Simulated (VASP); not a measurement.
# Cu3F (P6/mmm) in VASP: reference runs

Aim: a first look at Cu3F with PBE, on the cell as given.

Program: VASP 6.6.1. These are calculated values, not measurements. Logs are shortened: lines on timing, memory, paths and dates and some standing lists are left out, and cuts for length are marked.

## 1. The crystal as given

Symmetry: P6/mmm, No. 191, hexagonal system. The conventional cell has a = 3.848 Å, b = 3.848 Å, c = 4.406 Å, α = 90.00°, β = 90.00°, γ = 120.00°. Around Cu (site symmetry -6m2) lie 6 Cu at 2.22 Å. Around Cu (site symmetry 6/mmm) lie 2 F at 2.20 Å and 6 Cu at 2.22 Å. F (site symmetry 6/mmm) has 2 Cu at 2.20 Å as nearest neighbours.

The cell was built by a generator and needn't be a form met in nature.

## 2. Single point, PBE

File INCAR:

```
SYSTEM = Cu3F
ALGO = Normal ; EDIFF = 1E-7
ENCUT = 520 ; GGA = PE
ISIF = 2 ; ISMEAR = -1
LASPH = .True. ; LCHARG = .False.
LREAL = .False. ; LWAVE = .False.
NBANDS = 28 ; NELM = 60
PREC = Accurate ; SIGMA = 0.05
```

File KPOINTS:

```
k-points
0
Gamma
  8 8 6
  0 0 0
```

File POSCAR:

```
Cu3F
1.0
    3.8484972100      0.0000000000      0.0000000000
   -1.9242486000      3.3328963500      0.0000000000
    0.0000000000      0.0000000000      4.4060580800
Cu F
3 1
Direct
    0.3333333300      0.6666666700      0.0000000000
    0.0000000000      0.0000000000      0.0000000000
    0.6666666700      0.3333333300      0.0000000000
    0.0000000000      0.0000000000      0.5000000000
```

Potentials or basis: VASP PAW PBE potentials, release 64 (Cu, F).

Run with:

```sh
$ cat potpaw_PBE.64/Cu/POTCAR potpaw_PBE.64/F/POTCAR > POTCAR
$ mpirun -np 1 vasp_std > vasp.out
```

OUTCAR:

```text
SYSTEM = Cu3F
   EDIFF = 1E-7
   ENCUT = 520
   GGA = PE
   ISIF = 2
   ISMEAR = -1
   LASPH = .True.
   LREAL = .False.
   NELM = 60
   PREC = Accurate

 ion  position               nearest neighbor table
   1  0.333  0.667  0.000-   2 2.22   3 2.22   3 2.22   2 2.22   2 2.22   3 2.22
   2  0.000  0.000  0.000-   4 2.20   4 2.20   1 2.22   3 2.22   1 2.22   3 2.22   3 2.22   1 2.22

   3  0.667  0.333  0.000-   2 2.22   1 2.22   1 2.22   2 2.22   2 2.22   1 2.22
   4  0.000  0.000  0.500-   2 2.20   2 2.20

  LATTYP: Found a hexagonal cell.
 ALAT       =     3.8484972100
 C/A-ratio  =     1.1448775560

  Lattice vectors:

 A1 = (   3.8484972100,   0.0000000000,   0.0000000000)
 A2 = (  -1.9242486000,   3.3328963500,   0.0000000000)
 A3 = (   0.0000000000,   0.0000000000,   4.4060580800)

Analysis of symmetry for initial positions (statically):
=====================================================================
 Subroutine PRICEL returns:
 Original cell was already a primitive cell.

 Routine SETGRP: Setting up the symmetry group for a
 hexagonal supercell.

 Subroutine GETGRP returns: Found 24 space group operations
 (whereof 24 operations were pure point group operations)
 out of a pool of 24 trial point group operations.

The static configuration has the point symmetry D_6h.

Analysis of symmetry for dynamics (positions and initial velocities):
=====================================================================
 Subroutine PRICEL returns:
 Original cell was already a primitive cell.

 Routine SETGRP: Setting up the symmetry group for a
 hexagonal supercell.

 Subroutine GETGRP returns: Found 24 space group operations
 (whereof 24 operations were pure point group operations)
 out of a pool of 24 trial point group operations.

The dynamic configuration has the point symmetry D_6h.

 Subroutine INISYM returns: Found 24 space group operations
 (whereof 24 operations are pure point group operations),
 and found     1 'primitive' translations

----------------------------------------------------------------------------------------

                                     Primitive cell

  volume of cell :      56.5149

  direct lattice vectors                    reciprocal lattice vectors
     3.848497210  0.000000000  0.000000000     0.259841685  0.150019666  0.000000000
    -1.924248600  3.332896350  0.000000000     0.000000000  0.300039334  0.000000000
     0.000000000  0.000000000  4.406058080     0.000000000  0.000000000  0.226960240

  length of vectors
     3.848497210  3.848497207  4.406058080     0.300039333  0.300039334  0.226960240

  position of ions in fractional coordinates (direct lattice)
     0.333333330  0.666666670  0.000000000
     0.000000000  0.000000000  0.000000000
     0.666666670  0.333333330  0.000000000
     0.000000000  0.000000000  0.500000000

  ion indices of the primitive-cell ions
   primitive index   ion index
                 1           1
                 2           2
                 3           3
                 4           4

----------------------------------------------------------------------------------------

 KPOINTS: k-points

Automatic generation of k-mesh.
 Grid dimensions read from file:
 generate k-points for:    8    8    6

 Generating k-lattice:

  Cartesian coordinates                     Fractional coordinates (reciprocal lattice)
     0.032480211  0.018752458  0.000000000     0.125000000  0.000000000  0.000000000
     0.000000000  0.037504917  0.000000000     0.000000000  0.125000000  0.000000000
     0.000000000  0.000000000  0.037826707     0.000000000  0.000000000  0.166666667

  Length of vectors
     0.037504917  0.037504917  0.037826707

  Shift w.r.t. Gamma in fractional coordinates (k-lattice)
     0.000000000  0.000000000  0.000000000

 Subroutine IBZKPT returns following result:
 ===========================================

 Found     40 irreducible k-points:

 Following reciprocal coordinates:
            Coordinates               Weight
  0.000000  0.000000  0.000000      1.000000
  0.125000  0.000000  0.000000      6.000000
  0.250000  0.000000  0.000000      6.000000
  0.375000  0.000000  0.000000      6.000000
  0.500000  0.000000  0.000000      3.000000
  0.125000  0.125000  0.000000      6.000000
[... 16 lines left out ...]
  0.250000  0.000000  0.333333     12.000000
  0.375000  0.000000  0.333333     12.000000
 [... further k-points ...]
   k-points           NKPTS =     40   k-points in BZ     NKDIM =     40   number of bands    NBANDS=     28
   number of dos      NEDOS =    301   number of ions     NIONS =      4
   total plane-waves  NPLWV =  32400
   dimension x,y,z NGX =    30 NGY =   30 NGZ =   36
   dimension x,y,z NGXF=    60 NGYF=   60 NGZF=   72
   ions per type =               3   1
   NGX,Y,Z   is equivalent  to a cutoff of  12.96, 12.96, 13.58 a.u.
   NGXF,Y,Z  is equivalent  to a cutoff of  25.92, 25.92, 27.17 a.u.
 SYSTEM =  Cu3F
   PREC   = accura    normal or accurate (medium, high low for compatibility)
   ISTART =      0    job   : 0-new  1-cont  2-samecut
   ICHARG =      2    charge: 1-file 2-atom 10-const
   ISPIN  =      1    spin polarized calculation?
   LNONCOLLINEAR =      F non collinear calculations
   LSORBIT =      F    spin-orbit coupling
   LASPH  =      T    aspherical Exc in radial PAW
   ENCUT  =  520.0 eV  38.22 Ry    6.18 a.u.   7.16  7.16  8.19*2*pi/ulx,y,z
   NELM   =     60;   NELMIN=  2; NELMDL= -5     # of ELM steps
   EDIFF  = 0.1E-06   stopping-criterion for ELM
   LREAL  =      F    real-space projection
   EDIFFG = 0.1E-05   stopping-criterion for IOM
   NSW    =      0    number of steps for IOM
   IBRION =     -1    ionic relax: 0-MD 1-quasi-New 2-CG
   NFREE  =      0    steps in history (QN), initial steepest desc. (CG)
   ISIF   =      2    stress and relaxation
   ISYM   =      2    0-nonsym 1-usesym 2-fastsym
   POTIM  = 0.5000    time-step for ionic-motion
   TEBEG  =    0.0;   TEEND  =   0.0 temperature during run
   PSTRESS=    0.0 pullay stress
   NELECT =      40.0000    total number of electrons
   NUPDOWN=      -1.0000    fix difference up-down
   EMIN   =  10.00;   EMAX   =-10.00  energy-range for DOS
   EFERMI =   0.00;   METHOD = LEGACY
   ISMEAR =    -1;   SIGMA  =   0.05  broadening in eV -4-tet -1-fermi 0-gaus
   EFERMI_NEDOS =   21; number of points for ismear=-14 and -15
   IALGO  =     38    algorithm
   IMIX   =      4    mixing-type and parameters
     AMIX     =   0.40;   BMIX     =  1.00
     AMIX_MAG =   1.60;   BMIX_MAG =  1.00
  volume/ion in A,a.u.               =      14.13        95.35
  Fermi-wavevector in a.u.,A,eV,Ry     =   1.458950  2.757016 28.960481  2.128535
  Thomas-Fermi vector in A             =   2.575574
   LORBIT       =      0    0 simple, 1 ext, 2 COOP (PROOUT), +10 PAW based schemes
   GGA     = PE    functional components
   LHFCALC =     F    Hartree Fock is set to
   AEXX    =    0.0000 exact exchange contribution
   IVDW    =     0    specifies the selected vdW correction
   LEPSILON=     F    determine dielectric tensor
   LRPA    =     F    only Hartree local field effects (RPA)
 non-spin polarized calculation
  energy-cutoff  :      520.00
  volume of cell :       56.51
 maximum number of plane-waves:      1540
 NGX is ok and might be reduce to    30
   NGX = 15   NGY = 15   NGZ = 17

 number of electron      39.9999999 magnetization

 Free energy of the ion-electron system (eV)
  ---------------------------------------------------
  ext. energy  EPLUGINS =         0.00000000
  ---------------------------------------------------
  free energy    TOTEN  =       -11.76572579 eV

  energy without entropy =      -11.75686066  energy(sigma->0) =      -11.76129323

 E-fermi :   2.8342     XC(G=0): -10.3739

 val. band max:        2.7902615554   @ k =   0.3750   0.2500   0.3333
 cond. band min:       2.9168922164   @ k =   0.3750   0.0000   0.5000
 fundamental gap:      0.1266306610
 Fermi energy:         2.8342485280

 k-point     1 :       0.0000    0.0000    0.0000
  band No.  band energies     occupation
      1     -18.5632      2.00000
      2      -4.2471      2.00000
      3      -1.2183      2.00000
      4      -0.5119      2.00000
      5      -0.5119      2.00000
      6      -0.4571      2.00000
[... 20 lines left out ...]
     27      13.9389      0.00000
     28      16.0063      0.00000

 k-point     2 :       0.1250    0.0000    0.0000
  band No.  band energies     occupation
      1     -18.5587      2.00000
      2      -4.0284      2.00000
      3      -1.2183      2.00000
      4      -1.0121      2.00000
      5      -0.8191      2.00000
      6      -0.3041      2.00000
[... 20 lines left out ...]
     27      15.3756      0.00000
     28      17.0829      0.00000

 k-point     3 :       0.2500    0.0000    0.0000
  band No.  band energies     occupation
      1     -18.5478      2.00000
      2      -3.4091      2.00000
      3      -1.6126      2.00000
      4      -1.2285      2.00000
      5      -0.9810      2.00000
      6      -0.4919      2.00000
[... 20 lines left out ...]
     27      16.0382      0.00000
     28      17.1415      0.00000

 k-point     4 :       0.3750    0.0000    0.0000
  band No.  band energies     occupation
      1     -18.5369      2.00000
      2      -2.5221      2.00000
      3      -2.0580      2.00000
      4      -1.2511      2.00000
      5      -0.9685      2.00000
      6      -0.8726      2.00000
[... 578 lines left out ...]
     27      14.8792      0.00000
     28      16.1396      0.00000

 k-point    23 :       0.2500    0.0000    0.3333
  band No.  band energies     occupation
      1     -18.5242      2.00000
      2      -3.6722      2.00000
      3      -1.6628      2.00000
      4      -1.5304      2.00000
      5      -0.9687      2.00000
      6      -0.7564      2.00000
[... 20 lines left out ...]
     27      16.1721      0.00000
     28      16.8493      0.00000

 k-point    24 :       0.3750    0.0000    0.3333
  band No.  band energies     occupation
      1     -18.5143      2.00000
      2      -2.8073      2.00000
      3      -2.0709      2.00000
      4      -1.5097      2.00000
      5      -0.9674      2.00000
      6      -0.9278      2.00000
[... 20 lines left out ...]
     27      17.1346      0.00000
     28      17.1740      0.00000

 [... further k-points ...]

------------------------ aborting loop because EDIFF is reached ----------------------------------------

  FORCE on cell =-STRESS in cart. coord.  units (eV):
  Direction    XX          YY          ZZ          XY          YZ          ZX
  --------------------------------------------------------------------------------------
  -------------------------------------------------------------------------------------
  Total       13.7086247     13.7086247     -2.5328416      0.0000000      0.0000000     -0.0000000
  in kB      388.6344262    388.6344261    -71.8051213      0.0000006      0.0000000     -0.0000000
  external PRESSURE =     235.1545770 kB  Pullay stress =       0.0000000 kB

 VOLUME and BASIS-vectors are now :
 -----------------------------------------------------------------------------
  energy-cutoff  :      520.00
  volume of cell :       56.51
      direct lattice vectors                 reciprocal lattice vectors
     3.848497210  0.000000000  0.000000000     0.259841685  0.150019666  0.000000000
    -1.924248600  3.332896350  0.000000000     0.000000000  0.300039334  0.000000000
     0.000000000  0.000000000  4.406058080     0.000000000  0.000000000  0.226960240

 POSITION                                       TOTAL-FORCE (eV/Angst)
 -----------------------------------------------------------------------------------
     -0.00000      2.22193      0.00000         0.000000     -0.000000      0.000000
      0.00000      0.00000      0.00000        -0.000000     -0.000000      0.000000
      1.92425      1.11097      0.00000        -0.000000      0.000000      0.000000
      0.00000      0.00000      2.20303        -0.000000     -0.000000      0.000000
 -----------------------------------------------------------------------------------
    total drift:                               -0.000000      0.000000     -0.000000

  FREE ENERGIE OF THE ION-ELECTRON SYSTEM (eV)
  ---------------------------------------------------
  free  energy   TOTEN  =       -11.7657257934 eV

  energy  without entropy=      -11.7568606634  energy(sigma->0) =      -11.76129323
```

Run time: 2.1 min. Hardware: 1 thread of AMD EPYC 7R13 (Zen 3), shared host; peak memory 0.17 GiB.

Results:

| Quantity | Value |
| --- | --- |
| Free energy | -11.7657 eV |
| Pressure | 23.5 GPa |
| Band gap on the k mesh | none (metal or under the smearing width) |

Levels at points of the mesh, in eV from the Fermi level:
```tsv
k point	band 16	band 17	band 18	band 19	band 20	band 21	band 22	band 23	band 24	band 25
(0.00, 0.00, 0.00)	-2.21	-1.40	-1.09	-0.84	-0.84	4.10	8.36	8.36	8.47	9.01
(0.50, 0.00, 0.00)	-1.24	-1.15	-1.09	-0.64	-0.35	-0.12	3.00	6.92	8.20	8.86
(0.00, 0.00, 0.50)	-1.50	-1.06	-0.84	-0.84	0.21	1.20	8.68	8.68	8.77	8.77
(0.50, 0.00, 0.50)	-1.23	-1.09	-1.00	-0.51	-0.35	1.16	2.68	5.68	6.13	9.50
```

Caveat: so large a pressure means that the cell lies far from this level's equilibrium, or that cutoff or potentials fall short; the run has no spin polarisation, though such a crystal can be magnetic; semilocal functionals often make such compounds metallic where correlation or magnetic order opens a gap, which also shifts bond lengths. With open d or f shells a metallic result of PBE can be an artefact of self-interaction; +U or a hybrid may open a gap.
